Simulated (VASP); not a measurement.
Level of theory: PBE GGA, VASP's PBE PAW potentials (set 64) (plane waves; VASP).

A VASP calculation is set up with these files.

File KPOINTS:
```
Automatic mesh
0
gamma
  6 6 6
```

**INCAR**
```
! general
SYSTEM  = InP
PREC    = Accurate
ENCUT   = 400   ! plane-wave cut-off (eV)
LREAL   = .FALSE.
LASPH   = .TRUE.   ! aspherical one-centre terms

! electronic loop
EDIFF   = 1E-6   ! SCF stop (eV)
NELM    = 100   ! most electronic steps
ALGO    = Normal   ! blocked Davidson
LMAXMIX = 4   ! l cut-off of mixed one-centre charges

! smearing
ISMEAR  = 0   ! Gaussian
SIGMA   = 0.05   ! width (eV)

! functional
GGA     = PE   ! PBE

! ions
ISIF    = 2   ! forces and stress, cell fixed

! output
LWAVE   = .FALSE.
LCHARG  = .FALSE.
```

### POSCAR
```
InP
1
    0.0000000000     2.9937000000     2.9937000000
    2.9937000000     0.0000000000     2.9937000000
    2.9937000000     2.9937000000     0.0000000000
In P
1 1
Direct
  0.0000000000   0.0000000000   0.0000000000
  0.2500000000   0.2500000000   0.2500000000
```

POTCAR, in this order: In_d P (PBE.64 set). Program: vasp_std.

The run wrote:

File OSZICAR:
```
       N       E                     dE             d eps       ncg     rms          rms(c)
DAV:   1     0.105058479692E+03    0.10506E+03   -0.76245E+03   416   0.128E+03
DAV:   2    -0.164603721895E+01   -0.10670E+03   -0.10358E+03   451   0.297E+02
DAV:   3    -0.859532213711E+01   -0.69493E+01   -0.69070E+01   511   0.843E+01
DAV:   4    -0.878651047391E+01   -0.19119E+00   -0.19109E+00   533   0.156E+01
DAV:   5    -0.879416407119E+01   -0.76536E-02   -0.76534E-02   581   0.255E+00    0.514E+00
DAV:   6    -0.841414876677E+01    0.38002E+00   -0.75488E-01   614   0.148E+01    0.317E+00
DAV:   7    -0.839203852858E+01    0.22110E-01   -0.18389E-01   558   0.348E+00    0.119E+00
DAV:   8    -0.839262934707E+01   -0.59082E-03   -0.14971E-02   520   0.174E+00    0.314E-01
DAV:   9    -0.839342333541E+01   -0.79399E-03   -0.23287E-03   519   0.700E-01    0.186E-01
DAV:  10    -0.839347285295E+01   -0.49518E-04   -0.20056E-04   534   0.121E-01    0.130E-01
DAV:  11    -0.839353377120E+01   -0.60918E-04   -0.49462E-05   466   0.512E-02    0.430E-02
DAV:  12    -0.839354925303E+01   -0.15482E-04   -0.44234E-05   482   0.111E-01    0.193E-02
DAV:  13    -0.839354948505E+01   -0.23202E-06   -0.20556E-06   414   0.143E-02
   1 F= -.83935495E+01 E0= -.83935495E+01  d E =-.107261E-08
```

OUTCAR:
```
------------------------ aborting loop because EDIFF is reached ----------------------------------------
  FORCE on cell =-STRESS in cart. coord.  units (eV):
  Direction    XX          YY          ZZ          XY          YZ          ZX
  --------------------------------------------------------------------------------------
  Total       -0.2974866     -0.2974866     -0.2974866      0.0000000      0.0000000     -0.0000000
  in kB       -8.8822546     -8.8822546     -8.8822546      0.0000000      0.0000000     -0.0000000
  external PRESSURE =      -8.8822546 kB  Pullay stress =       0.0000000 kB
  volume of cell :       53.66
      direct lattice vectors                 reciprocal lattice vectors
     0.000000000  2.993700000  2.993700000    -0.167017403  0.167017403  0.167017403
     2.993700000  0.000000000  2.993700000     0.167017403 -0.167017403  0.167017403
     2.993700000  2.993700000  0.000000000     0.167017403  0.167017403 -0.167017403
  FREE ENERGIE OF THE ION-ELECTRON SYSTEM (eV)
  ---------------------------------------------------
  free  energy   TOTEN  =        -8.3935494850 eV

  energy  without entropy=       -8.3935494840  energy(sigma->0) =       -8.39354948
```
(Selected blocks of OUTCAR.)

The compound is InP in the zinc blende structure. The cell was not relaxed at this level.
